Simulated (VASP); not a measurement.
Calculation: PBE GGA, VASP's PBE PAW potentials (set 64) (plane waves; VASP 6.6.1).

The input files of a VASP run:

File POSCAR:
```
WS
1.0
  3.1457612600   0.0000000000   0.0000000000
 -1.5728806300   2.7243092770   0.0000000000
  0.0000000000   0.0000000000   6.7882775977
W S
2 2
Direct
  0.0000000000   0.0000000000   0.0000000000
  0.0000000000   0.0000000000   0.5000000000
  0.3333330000   0.6666670000   0.2500000000
  0.6666670000   0.3333330000   0.7500000000
```

KPOINTS:
```
Automatic mesh
0
Gamma
13 13 5
0 0 0
```

**INCAR**
```
! general
SYSTEM  = WS
PREC    = Accurate
ENCUT   = 400   ! plane-wave cut-off (eV)
LREAL   = F   ! projection in real space or not
LASPH   = T   ! aspherical one-centre terms

! electronic loop
EDIFF   = 1E-7   ! SCF stop (eV)
NELM    = 100
ALGO    = Normal   ! blocked Davidson
LMAXMIX = 6

! smearing
ISMEAR  = -5

! functional
GGA     = PE   ! PBE

! ions
ISIF    = 2   ! forces and stress, cell fixed

! output
LWAVE   = F
LCHARG  = T
LORBIT  = 11
NEDOS   = 601   ! DOS grid

! other
LEFG    = T
```

POTCAR, in this order: W_sv S (PBE.64 set). Program: vasp_std.

What VASP printed:

### OSZICAR
```
       N       E                     dE             d eps       ncg     rms          rms(c)
DAV:   1     0.352149276712E+03    0.35215E+03   -0.19059E+04  3104   0.151E+03
DAV:   2    -0.156618372245E+02   -0.36781E+03   -0.36372E+03  3400   0.448E+02
DAV:   3    -0.347507703751E+02   -0.19089E+02   -0.18758E+02  4016   0.920E+01
DAV:   4    -0.351144026054E+02   -0.36363E+00   -0.36286E+00  3576   0.129E+01
DAV:   5    -0.351236870786E+02   -0.92845E-02   -0.92203E-02  4056   0.180E+00    0.324E+01
DAV:   6    -0.337817197249E+02    0.13420E+01   -0.64214E+00  3736   0.162E+01    0.143E+01
DAV:   7    -0.337099511464E+02    0.71769E-01   -0.28602E-01  3872   0.336E+00    0.408E+00
DAV:   8    -0.337042564346E+02    0.56947E-02   -0.21314E-02  3624   0.842E-01    0.457E-01
DAV:   9    -0.337039654784E+02    0.29096E-03   -0.31981E-03  3992   0.321E-01    0.160E-01
DAV:  10    -0.337040068381E+02   -0.41360E-04   -0.34626E-04  3696   0.160E-01    0.547E-02
DAV:  11    -0.337039853290E+02    0.21509E-04   -0.43140E-05  4064   0.468E-02    0.195E-02
DAV:  12    -0.337039867498E+02   -0.14208E-05   -0.17806E-06  3528   0.992E-03    0.237E-03
DAV:  13    -0.337039874404E+02   -0.69056E-06   -0.92316E-08  2632   0.213E-03    0.430E-04
DAV:  14    -0.337039874891E+02   -0.48783E-07   -0.11653E-08  1936   0.831E-04
   1 F= -.33703987E+02 E0= -.33703987E+02  d E =0.000000E+00
```

OUTCAR:
```
------------------------ aborting loop because EDIFF is reached ----------------------------------------
  FORCE on cell =-STRESS in cart. coord.  units (eV):
  Direction    XX          YY          ZZ          XY          YZ          ZX
  --------------------------------------------------------------------------------------
  Total        0.0457043      0.0457043     -0.1303286      0.0000000      0.0000000      0.0000000
  in kB        1.2587095      1.2587096     -3.5892892      0.0000000      0.0000000      0.0000000
  external PRESSURE =      -0.3572900 kB  Pullay stress =       0.0000000 kB
  volume of cell :       58.18
      direct lattice vectors                 reciprocal lattice vectors
     3.145761260  0.000000000  0.000000000     0.317888078  0.183532760  0.000000000
    -1.572880630  2.724309277  0.000000000     0.000000000  0.367065519  0.000000000
     0.000000000  0.000000000  6.788277598     0.000000000  0.000000000  0.147312773
 POSITION                                       TOTAL-FORCE (eV/Angst)
 -----------------------------------------------------------------------------------
      0.00000      0.00000      0.00000         0.000000      0.000000     -0.000000
      0.00000      0.00000      3.39414         0.000000      0.000000     -0.000000
     -0.00000      1.81621      1.69707         0.000000      0.000000     -0.000000
      1.57288      0.90810      5.09121        -0.000000      0.000000      0.000000
 -----------------------------------------------------------------------------------
    total drift:                                0.000000     -0.000000     -0.000000
  FREE ENERGIE OF THE ION-ELECTRON SYSTEM (eV)
  ---------------------------------------------------
  free  energy   TOTEN  =       -33.7039874891 eV

  energy  without entropy=      -33.7039874891  energy(sigma->0) =      -33.70398749

 total charge

# of ion       s       p       d       tot
------------------------------------------
    1        2.270   6.229   3.506  12.004
    2        2.270   6.229   3.506  12.004
    3        1.310   2.399   0.000   3.708
    4        1.310   2.399   0.000   3.708
--------------------------------------------------
tot          7.159  17.255   7.011  31.425

 Electric field gradients after diagonalization (V/A^2)
 (convention: |V_zz| > |V_xx| > |V_yy|)
----------------------------------------------------------------------
 ion       V_xx      V_yy      V_zz     asymmetry (V_yy - V_xx)/ V_zz
----------------------------------------------------------------------
   1     -16.145   -16.142    32.287       0.000
   2     -16.145   -16.142    32.287       0.000
   3     -17.445   -17.444    34.890       0.000
   4     -17.445   -17.444    34.890       0.000
```
(Selected blocks of OUTCAR.)

File OUTCAR:
```
 val. band max:       12.0417666461   @ k =   0.2308   0.0000   0.0000

 cond. band min:      11.8394770061   @ k =   0.3077  -0.0000   0.4000


 Fermi energy:        11.9510450526

 k-point     1 :       0.0000    0.0000    0.0000
  band No.  band energies     occupation
      1     -62.9063      2.00000
      2     -62.9027      2.00000
      3     -27.4313      2.00000
      4     -27.2809      2.00000
      5     -26.9316      2.00000
      6     -26.9316      2.00000
      7     -26.9204      2.00000
      8     -26.9204      2.00000
      9      -5.6002      2.00000
     10      -3.9264      2.00000
     11       1.6767      2.00000
     12       6.7527      2.00000
     13       6.8242      2.00000
     14       6.8242      2.00000
     15       6.9159      2.00000
     16       9.7118      2.00000
     17       9.7118      2.00000
     18       9.7977      2.00000
     19       9.7977      2.00000
     20      10.4702      2.00000
     21      10.4703      2.00000
     22      11.5030      2.00000
     23      12.3062      0.00000
     24      12.3063      0.00000

 k-point     2 :       0.0769   -0.0000    0.0000
  band No.  band energies     occupation
      1     -62.9052      2.00000
      2     -62.9016      2.00000
      3     -27.4269      2.00000
      4     -27.2777      2.00000
      5     -26.9534      2.00000
      6     -26.9414      2.00000
      7     -26.9366      2.00000
      8     -26.9254      2.00000
      9      -5.4926      2.00000
     10      -3.9024      2.00000
     11       1.8318      2.00000
     12       6.6222      2.00000
     13       6.6285      2.00000
     14       6.8277      2.00000
     15       6.8520      2.00000
     16       8.8262      2.00000
     17       9.2110      2.00000
     18       9.9365      2.00000
     19       9.9483      2.00000
     20      10.7644      2.00000
     21      11.0427      2.00000
     22      11.5642      2.00000
     23      12.2473      0.00000
     24      12.3660      0.00000
...
```

For a metal the tetrahedron method with Blöchl corrections gives inexact stress and forces. Unless said otherwise, spin-orbit coupling is left out, though it shifts the bands of the heavy elements here.

The structure was generated: WS was put into the NiAs type type (P6_3/mmc), which need not be its known phase. It was relaxed first, which changed the volume by -37 %.
